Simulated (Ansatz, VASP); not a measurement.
# Ge in two plane-wave programs, part 2 of 2

One calculation is typed for both programs; each brings its own data sets. How far apart do they land? The cell is taken from a series of runs on this material, whose earlier steps may have relaxed, scaled, displaced or heated it; both programs get it as it stands.

VASP 6.6.1 and Ansatz 0.2.0.

So far. Step 2 (VASP: single point, HSE06): The run ends at a pressure of -1.50 GPa.

### Step 3. Ansatz: single point, HSE06

Level of this step: Ansatz beside VASP: Kohn-Sham DFT, plane waves, HSE06 (Ansatz).

Ansatz runs on its PAW soft_1 files.

The same cell, functional, mesh and smearing now go to Ansatz.

Input file input.yaml:

```yaml
crystal:
  lattice:
    - [0.0, 2.8566110103, 2.8566110103]
    - [2.8566110103, 0.0, 2.8566110103]
    - [2.8566110103, 2.8566110103, 0.0]
  atoms:
    - { symbol: Ge, position: [0.5, 0.5, 0.5] }
    - { symbol: Ge, position: [0.75, 0.75, 0.75] }
kpoints:
  mp_grid: { grid: [6, 6, 6] }
scf:
  occupations: { method: fermi_dirac, width: 0.02 }
hamiltonian:
  xc: hse06
  pseudopotentials: { kind: paw, azcp: { folder: soft_1 } }
basis:
  ecutwfc: 600
output:
  forces: true
  stress: true
```

Command:

```console
ansatz run input.yaml --threads 8 --pin off --max-ram 18432MiB --backend cpu --events-out ev --progress --plain --runs-dir out
```

Numbers of over 12 decimals in the logs are rounded to 6 here.

What it wrote:

```text
Warning: output.stress: scf.convergence.dr2_threshold = 1e-7 eV (the SCF's general default) is looser than the 2e-10 eV advised for a printed stress (1e-10 eV for each atom of the cell: 2). What an SCF threshold leaves in a stress goes as its square root, and in the free energy as the threshold itself, and one threshold admits the most on a small cell: [figures from the program's tests cut] Set scf.convergence.dr2_threshold to 2e-10 eV or tighter. The threshold is an SCF's pass mark: one that does not reach it within its budget of iterations ends unconverged, or closes short of it on a stop that the run arms, and scf.convergence.dr2_threshold's page says what that costs each kind of run
Warning: output.stress: scf.exx.energy_threshold = 1e-6 eV is looser than the 2e-8 eV advised for a stress under a hybrid functional (1e-8 eV for each atom of the cell: 2). Every SCF of the exchange loop can meet its threshold on dr2 while the loop round them stops early: no threshold on dr2 bounds what that leaves in the stress. Set scf.exx.energy_threshold to 2e-8 eV or tighter. The threshold is the loop's pass mark: a loop that does not reach it within its budget of cycles ends unconverged, and scf.exx.energy_threshold's page has the law
Engine: ansatz 0.2.0, aarch64-unknown-linux-gnu
Pseudopotentials: kind: paw
Pseudopotential: Ge, paw, valence charge 14, recommended cutoff 420 eV (normal), soft_1/Ge.paw.azcp
Functional definition: HSE06
  parameter a = 0.25
  parameter omega = 0.11/bohr
  exchange = pbe_x - a*pbe_x_sr(omega) + a*exact_x_sr(omega)
  correlation = pbe_c
Crystal: 2 atoms, lattice volume = 46.621 Å³
Basis set: ecut = 600 eV, 1471 PW (Γ), exchange–correlation on 72×72×72 points (8 copies of the dense FFT grid, shifted against one another)
Bands: 18, of which v1, the nominal top of the filled ones, is band 14 counted from 1 (13 counted from 0)
Symmetry: 48 space group operations
Space group: Fd-3m (ITA 227), of the structure as read, at distance tolerance 3.6e-5 Å
k-points: 16 of 216
Non-local potential: Ge, projectors of the file, l = 0: 2, l = 1: 2, l = 2: 3, l = 3: 1
PAW form: soft (Blöchl's): semilocal exchange-correlation on the pseudo side does not see the compensation charge
PAW frozen core: Ge, regenerated for the run's functional, and the local potential with it (the file was generated under x = pbe(κ = 0.804, μ = 0.219515), c = pbe(β = 0.066725))
PAW one-centre angular grid: Ge, 590 points (default); XC on 64 Gauss nodes
Initial density: superposition of atomic densities (chi_scale 0.1, normalization cell)
Initial wavefunctions: pseudopotential atomic-orbital guess
Functional: x = pbe(κ = 0.804, μ = 0.219515), c = pbe(β = 0.066725), warm-up for x = pbe(κ = 0.804, μ = 0.219515) + 0.25 (exact − pbe) at short range (hse, ω = 0.207870 Å⁻¹), c = pbe(β = 0.066725); HSE06 as pw.x's `hse` composes it (authors' and Libxc's form: `xc: wpbeh`)
SCF iter   1: F=—  HF=-8589.935952 eV  |F-HF|=—  |Δ(HF+E_count)|=         —  Δρ=3.44e-2  dr2=4.36e-1  ethr=1.00e-1  ⟨swp⟩=4.8  Hψ=781  notcnv=0
preconditioner: auto → none  [insulator: Δε(μ)=0.125 eV  Ē_g=23.207 eV  σ=0.020 eV  W_gap=0.65  n_scr=14 (ndim 8)  ℏωp=28.8 eV  f_vac=0.000  D(μ)=0.32/eV (n_scr^D=0)]
SCF iter   2: F=—  HF=-8589.933175 eV  |F-HF|=—  |Δ(HF+E_count)|=   2.78e-3  Δρ=1.74e-2  dr2=9.73e-2  ethr=1.56e-3  ⟨swp⟩=3.9  Hψ=668  notcnv=0  defer=3
iter 3 solved again at ethr=3.37e-6 eV; its pass at ethr=3.48e-4 eV (dr2=9.44e-4 eV) is discarded
SCF iter   3: F=—  HF=-8589.935080 eV  |F-HF|=—  |Δ(HF+E_count)|=   1.91e-3  Δρ=1.50e-3  dr2=9.51e-4  ethr=3.37e-6  ⟨swp⟩=4.1  Hψ=1569  notcnv=0
SCF iter   4: F=—  HF=-8589.933567 eV  |F-HF|=—  |Δ(HF+E_count)|=   1.51e-3  Δρ=1.15e-3  dr2=2.19e-4  ethr=3.37e-6  ⟨swp⟩=4.0  Hψ=928  notcnv=0
SCF iter   5: F=—  HF=-8589.933649 eV  |F-HF|=—  |Δ(HF+E_count)|=   8.21e-5  Δρ=1.72e-4  dr2=9.03e-6  ethr=7.82e-7  ⟨swp⟩=3.2  Hψ=600  notcnv=0  defer=1
SCF iter   6: F=—  HF=-8589.933647 eV  |F-HF|=—  |Δ(HF+E_count)|=   1.63e-6  Δρ=2.56e-5  dr2=2.23e-7  ethr=3.23e-8  ⟨swp⟩=3.0  Hψ=593  notcnv=0
SCF iter   7: F=—  HF=-8589.933647 eV  |F-HF|=—  |Δ(HF+E_count)|=   2.49e-8  Δρ=5.28e-6  dr2=6.23e-9  ethr=7.96e-10  ⟨swp⟩=4.0  Hψ=729  notcnv=0
SCF iter   8: F=—  HF=-8589.933647 eV  |F-HF|=—  |Δ(HF+E_count)|=   1.94e-9  Δρ=1.33e-6  dr2=4.38e-10  ethr=2.22e-11  ⟨swp⟩=4.0  Hψ=924  notcnv=0
SCF iter   9: F=-8589.933647 eV  HF=-8589.933647 eV  |F-HF|=1.27e-11  |Δ(HF+E_count)|=  3.98e-10  Δρ=2.46e-7  dr2=1.71e-11  ethr=1.57e-12  ⟨swp⟩=3.1  Hψ=729  notcnv=0
SCF 1 converged in 9 iterations: F = -8589.933647 eV  dr2 = 1.71e-11
  greatest PAW one-centre occupation: 0.998 electrons in one spin orbital (limit 2), on the Ge atom at site 1 (counted from 0), in its partial waves of l = 2
Initial density: handed on by an earlier stage of this run
Initial wavefunctions: those handed on with the density
Functional: x = pbe(κ = 0.804, μ = 0.219515) + 0.25 (exact − pbe) at short range (hse, ω = 0.207870 Å⁻¹), c = pbe(β = 0.066725); HSE06 as pw.x's `hse` composes it (authors' and Libxc's form: `xc: wpbeh`)
Exchange kernel: α = 0.2500, screened, ω = 0.2079 Å⁻¹, Wigner–Seitz truncation, v(0) = 1046.6744 eV·Å³, q-mesh 6×6×6, nearest image of the exchange supercell L = 24.24 Å, pair-density grid 20×20×20, without the augmentation charges, whose exchange is taken in its separable form by FFT convolution over the k-point mesh (sized by the pseudopotential files, 27×27×27 at the most), smooth part of the exact exchange by density-matrix convolution
Frozen-core exchange: fock
[...]
SCF iter   1: F=—  HF=-8591.707794 eV  |F-HF|=—  |Δ(HF+E_count)|=         —  Δρ=9.59e-3  dr2=1.37e-2  ethr=1.93e-5  ⟨swp⟩=4.7  Hψ=1702  notcnv=0
eigensolver tolerance schedule calibrated: the retry pair's looser diagonalisation under-reported the residual by θ = 0.57 (0.15/decade); ethr = c·dr2/N_el runs at the constant in force after the calibration composes with the one it found (an armed cap, an earlier calibration), c = 4.3e-2
preconditioner: auto → none  [insulator: Δε(μ)=0.403 eV  Ē_g=26.709 eV  σ=0.020 eV  W_gap=1.00  n_scr=14 (ndim 8)  ℏωp=28.8 eV  f_vac=0.080  D(μ)=0.00/eV (n_scr^D=0)]
SCF iter   2: F=—  HF=-8591.690758 eV  |F-HF|=—  |Δ(HF+E_count)|=   1.70e-2  Δρ=2.88e-3  dr2=2.69e-3  ethr=1.92e-5  ⟨swp⟩=4.1  Hψ=1003  notcnv=0
SCF iter   3: F=—  HF=-8591.690723 eV  |F-HF|=—  |Δ(HF+E_count)|=   3.51e-5  Δρ=1.45e-3  dr2=1.14e-3  ethr=2.21e-6  ⟨swp⟩=2.5  Hψ=527  notcnv=0
SCF iter   4: F=—  HF=-8591.700925 eV  |F-HF|=—  |Δ(HF+E_count)|=   1.02e-2  Δρ=1.02e-3  dr2=1.51e-4  ethr=4.67e-7  ⟨swp⟩=4.1  Hψ=1078  notcnv=0
SCF iter   5: F=—  HF=-8591.700830 eV  |F-HF|=—  |Δ(HF+E_count)|=   9.47e-5  Δρ=3.07e-5  dr2=1.41e-5  ethr=2.15e-7  ⟨swp⟩=3.0  Hψ=723  notcnv=0
SCF iter   6: F=-8591.700958 eV  HF=-8591.700959 eV  |F-HF|=1.23e-6  |Δ(HF+E_count)|=   1.29e-4  Δρ=1.09e-4  dr2=2.02e-6  ethr=4.90e-10  ⟨swp⟩=5.0  Hψ=1139  notcnv=0
SCF 2 stopped early in 6 iterations: F = -8591.700958 eV  dr2 = 2.02e-6
hybrid outer 1: dexx = +1.175e-2 eV, tail = 6.59e-5 eV
Exchange kernel: α = 0.2500, screened, ω = 0.2079 Å⁻¹, Wigner–Seitz truncation, v(0) = 1046.6744 eV·Å³, q-mesh 6×6×6, nearest image of the exchange supercell L = 24.24 Å, pair-density grid 20×20×20, without the augmentation charges, whose exchange is taken in its separable form by FFT convolution over the k-point mesh (sized by the pseudopotential files, 27×27×27 at the most), smooth part of the exact exchange by density-matrix convolution
Frozen-core exchange: fock
SCF iter   1: F=—  HF=-8591.701331 eV  |F-HF|=—  |Δ(HF+E_count)|=         —  Δρ=9.26e-5  dr2=2.07e-6  ethr=1.18e-6  ⟨swp⟩=3.5  Hψ=633  notcnv=0
preconditioner: auto → none  [insulator: Δε(μ)=0.565 eV  Ē_g=26.522 eV  σ=0.020 eV  W_gap=1.00  n_scr=14 (ndim 8)  ℏωp=28.8 eV  f_vac=0.079  D(μ)=0.00/eV (n_scr^D=0)]
SCF iter   2: F=—  HF=-8591.701332 eV  |F-HF|=—  |Δ(HF+E_count)|=   5.90e-7  Δρ=1.32e-5  dr2=1.29e-7  ethr=5.20e-9  ⟨swp⟩=4.0  Hψ=842  notcnv=0
SCF iter   3: F=—  HF=-8591.701333 eV  |F-HF|=—  |Δ(HF+E_count)|=   8.92e-7  Δρ=1.04e-5  dr2=2.32e-8  ethr=7.74e-11  ⟨swp⟩=4.4  Hψ=941  notcnv=0
SCF iter   4: F=-8591.701332 eV  HF=-8591.701332 eV  |F-HF|=1.21e-9  |Δ(HF+E_count)|=   7.29e-9  Δρ=3.16e-6  dr2=3.18e-9  ethr=7.39e-11  ⟨swp⟩=3.0  Hψ=557  notcnv=0
SCF 3 converged in 4 iterations: F = -8591.701332 eV  dr2 = 3.18e-9
  Residual-converged pass: ⟨swp⟩=3.0  Hψ=662  notcnv=0  max |occ|·‖R‖ = 2.4e-6 eV (tolerance 2.4e-6 eV)  dr2=3.10e-9  dr2_onsite=3.15e-10  max |Δocc| = 4.7e-17
hybrid outer 2: dexx = +1.093e-6 eV, tail = 2.96e-8 eV, Δε = 3.67e-3 eV (about 1.22e-4 eV left of the loop's levels)
hybrid SCF converged: 2 outer / 10 inner (+9 warm-up), last move |dexx| = 1.09e-6 eV, tail = 2.96e-8 eV
Stability not checked: this state was not tested for a lower state beside it, because the functional holds exact exchange (a hybrid, or Hartree-Fock), whose exchange loop this test does not read (fock_operator; see scf.lower_state_search)
Free energy (F): -8591.701333 eV
Frozen-core exchange: fock
Harris-Foulkes:  -8591.701333 eV  (|F-HF|=1.21e-9)
Internal energy: -8591.701333 eV  (E = F + TS)
E sigma→0 (E₀):  -8591.701333 eV
Fermi energy:    8.145193 eV
--- Per-component energies (eV) ---
  E_band       = -385.171646
  E_kinetic    = 183.171519
  E_local      = -4543.805386  (includes V_loc(G=0)·N_el)
  E_nonlocal   = 434.285358
  E_hartree    = 2166.867338
  E_xc         = -115.103783
  E_vxc        = -104.080162  (∫ρ·V_xc dr)
  E_exx        = -108.956755  (= α·E_x^exact, valence–valence)
  E_paw        = -3946.351759  (= ΣΔE_a)
  E_vpaw       = -470.564928  (= ΣTr[D̂ρ^β])
  E_aug_tail   = 0.000002  (compensation charges beyond the density's cutoff)
  E_ewald      = -2661.077136
  E_core_change = -0.730735  (= ΣΔE_core)
  E_smearing   = -0.000000  (= −TS)
  E_closure    = 0.000005  (closes the sum)
  Σ components = -8591.701333   (vs F -8591.701333, Δ=1.82e-12)
--- Forces (eV/Å), atoms counted from 1 ---
  atom   1  Ge    -0.00000000    -0.00000000     0.00000000
  atom   2  Ge    -0.00000000     0.00000000     0.00000000
  max |Σ_I F_I| component: 6.48e-17 eV/Å
--- Stress (GPa, compression-positive) ---
       -1.131329       0.000000      -0.000000
        0.000000      -1.131329       0.000000
        0.000000      -0.000000      -1.131329
  P = ⅓ Tr σ = -1.1313 GPa (-11.313 kbar)
--- Band table (eV; the first three rows and the last of 16) ---
  k-point 0: bands = [... 10 lower, -5.9617, 7.8511, 7.8511, 7.8511, 8.4175, 11.0434]
  k-point 1: bands = [... 10 lower, -5.5987, 4.5678, 7.3228, 7.3228, 9.3641, 11.7540]
  k-point 2: bands = [... 10 lower, -4.5917, 1.3479, 6.6348, 6.6348, 8.7941, 12.3139]
  k-point 15: bands = [... 10 lower, -1.6650, -1.6650, 3.9370, 3.9370, 11.1728, 11.1728]
  guard bands above this table: 2 of the run's 18 bands. The solve was not asked for them (output.publish_guard_bands: true or output.eigenvalues: true publishes all)
```

Reading the cycles: dr2 is the Hartree energy of the density residual (eV), the measure of convergence; HF is the Harris–Foulkes estimate of the energy, which meets the free energy F at convergence.

The run ends at a pressure of -1.13 GPa.

### Step 4. Differences

Known differences besides the potentials themselves: exact exchange at q = 0 is treated differently, which shows on coarse meshes; VASP keeps PBE cores, Ansatz makes them for the functional; the cutoff is 600 eV in Ansatz and 410 eV in VASP; VASP takes a coarser grid for exact exchange (PRECFOCK = Fast). Total energies have different zeros and are not compared.

Both answers:

```
              quantity  Ansatz   VASP  difference
        pressure (GPa)   -1.13  -1.50       +0.37
gap on the k mesh (eV)   0.566  0.577      -0.011
```

A gap on the mesh is an upper bound, since the band edges may lie between its points.

### Step 5. Outcome

```json
{"difference in gap on the k mesh (single point, HSE06)": "-0.011 eV"}
```

The difference in gap on the k mesh is -0.011 eV (single point, HSE06), within the 0.08 eV picked in this series as the mark of a large difference. Such differences can come from data sets, numerical settings and the points named under the comparisons, not from the functional's error against experiment.

[Lines on the potential files, build, host, timing and source positions are cut from VASP's logs without a mark.]

[Logs are printed without paths, hosts, clocks, repeated set-up lines and the standing remarks that a program may print on its own settings, such as how far it seeks lower states.]

[Hosts, paths, dates, database ids (printed as entryN), source tags and the programs' standing remarks are cut or masked in the printed files.]
